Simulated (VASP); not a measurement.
Computed with PBE GGA, VASP's PBE PAW potentials (set 64) (plane waves; VASP).

VASP ran on this input.

File POSCAR:
```
ZrB2
1
    1.6157107253    -2.7984935454     0.0000000000
    1.6157107253     2.7984935454     0.0000000000
    0.0000000000     0.0000000000     3.6164908525
Zr B
1 2
Direct
  0.0000000000   1.0000000000   0.0000000000
  0.3333330000   0.6666670000   0.5000000000
  0.6666670000   0.3333330000   0.5000000000
```

INCAR:
```
# general
SYSTEM  = ZrB2
PREC    = Accurate
ENCUT   = 520   # plane-wave cut-off (eV)
LREAL   = .FALSE.
LASPH   = .TRUE.

# electronic loop
EDIFF   = 1E-7
NELM    = 100   # most electronic steps
ALGO    = Normal   # blocked Davidson
LMAXMIX = 4

# smearing
ISMEAR  = 1
SIGMA   = 0.1

# functional
GGA     = PE   # PBE

# ions
IBRION  = 2   # conjugate gradients
NSW     = 30   # most ionic steps
ISIF    = 4   # ions and shape, fixed volume
EDIFFG  = -0.01   # ionic stop

# output
LWAVE   = .FALSE.
LCHARG  = .FALSE.
```

**KPOINTS**
```
Automatic mesh
0
Gamma
11 11 9
0 0 0
```

POTCAR, in this order: Zr_sv B (PBE.64 set). Program: vasp_std.

The resulting files:

### OSZICAR
```
       N       E                     dE             d eps       ncg     rms          rms(c)
DAV:   1     0.109442487890E+03    0.10944E+03   -0.98393E+03  2080   0.137E+03
DAV:   2    -0.218674584850E+02   -0.13131E+03   -0.12734E+03  2423   0.334E+02
DAV:   3    -0.274120305398E+02   -0.55446E+01   -0.53715E+01  3494   0.585E+01
DAV:   4    -0.275192442813E+02   -0.10721E+00   -0.10716E+00  2548   0.754E+00
DAV:   5    -0.275223193374E+02   -0.30751E-02   -0.30749E-02  3321   0.933E-01    0.189E+01
DAV:   6    -0.249354147915E+02    0.25869E+01   -0.79092E+00  2535   0.192E+01    0.744E+00
DAV:   7    -0.249111841579E+02    0.24231E-01   -0.84995E-01  3180   0.590E+00    0.272E+00
DAV:   8    -0.249111448846E+02    0.39273E-04   -0.86315E-02  2526   0.265E+00    0.726E-01
DAV:   9    -0.249086987936E+02    0.24461E-02   -0.16163E-02  2655   0.101E+00    0.147E-01
DAV:  10    -0.249086711809E+02    0.27613E-04   -0.10117E-03  2763   0.294E-01    0.401E-02
DAV:  11    -0.249086868386E+02   -0.15658E-04   -0.34243E-05  2667   0.709E-02    0.111E-02
DAV:  12    -0.249086867250E+02    0.11365E-06   -0.18601E-06  2749   0.135E-02    0.360E-03
DAV:  13    -0.249086867408E+02   -0.15779E-07   -0.22129E-07  2336   0.393E-03
   1 F= -.24908687E+02 E0= -.24908699E+02  d E =-.249087E+02
       N       E                     dE             d eps       ncg     rms          rms(c)
DAV:   1    -0.249090443193E+02   -0.35759E-03   -0.18686E-02  2210   0.136E+00    0.965E-02
DAV:   2    -0.249088743024E+02    0.17002E-03   -0.43918E-04  2360   0.175E-01    0.528E-02
DAV:   3    -0.249088026612E+02    0.71641E-04   -0.19686E-04  2480   0.124E-01    0.103E-02
DAV:   4    -0.249088025390E+02    0.12213E-06   -0.40555E-06  2341   0.179E-02    0.519E-03
DAV:   5    -0.249088024854E+02    0.53579E-07   -0.19271E-07  2061   0.428E-03
   2 F= -.24908802E+02 E0= -.24908802E+02  d E =-.115745E-03
```

File OUTCAR:
```
------------------------ aborting loop because EDIFF is reached ----------------------------------------
  FORCE on cell =-STRESS in cart. coord.  units (eV):
  Direction    XX          YY          ZZ          XY          YZ          ZX
  --------------------------------------------------------------------------------------
  Total       -2.5102620     -2.5102628     -2.5124442      0.0000000      0.0000000      0.0000000
  in kB     -122.9771283   -122.9771669   -123.0840328      0.0000000      0.0000000      0.0000000
  external PRESSURE =    -123.0127760 kB  Pullay stress =       0.0000000 kB
  volume of cell :       32.70
      direct lattice vectors                 reciprocal lattice vectors
     1.614428694 -2.796272962  0.000000000     0.309707082 -0.178809439 -0.000000000
     1.614428694  2.796272962 -0.000000000     0.309707082  0.178809439 -0.000000000
     0.000000000 -0.000000000  3.622236957     0.000000000  0.000000000  0.276072497
 POSITION                                       TOTAL-FORCE (eV/Angst)
 -----------------------------------------------------------------------------------
      1.61443     -2.79627      0.00000         0.000000      0.000000     -0.000000
      1.61443      0.93209      1.81112         0.000000      0.000000     -0.000000
      1.61443     -0.93209      1.81112        -0.000000     -0.000000      0.000000
 -----------------------------------------------------------------------------------
    total drift:                                0.000000     -0.000000     -0.000000
  FREE ENERGIE OF THE ION-ELECTRON SYSTEM (eV)
  ---------------------------------------------------
  free  energy   TOTEN  =       -24.9088024854 eV

  energy  without entropy=      -24.9088021136  energy(sigma->0) =      -24.90880236

 reached required accuracy - stopping structural energy minimisation
```
(Selected blocks of OUTCAR.)

**CONTCAR**
```
ZrB2
   1.00000000000000
     1.6144286937082291   -2.7962729616266215    0.0000000000000000
     1.6144286937082291    2.7962729616266215   -0.0000000000000000
     0.0000000000000000   -0.0000000000000000    3.6222369567550827
  Zr              B
     1     2
Direct
     1.0000000000000000    0.0000000000000000    0.0000000000000000
     0.3333330000000032    0.6666669999999968    0.5000000000000000
     0.6666669999999968    0.3333330000000032    0.5000000000000000
```

The compound is ZrB2 in the AlB2 type structure. This cell is one point of a volume scan, at 1.06 of the reference volume. Symmetry was kept, so distortions that lower it aren't found.
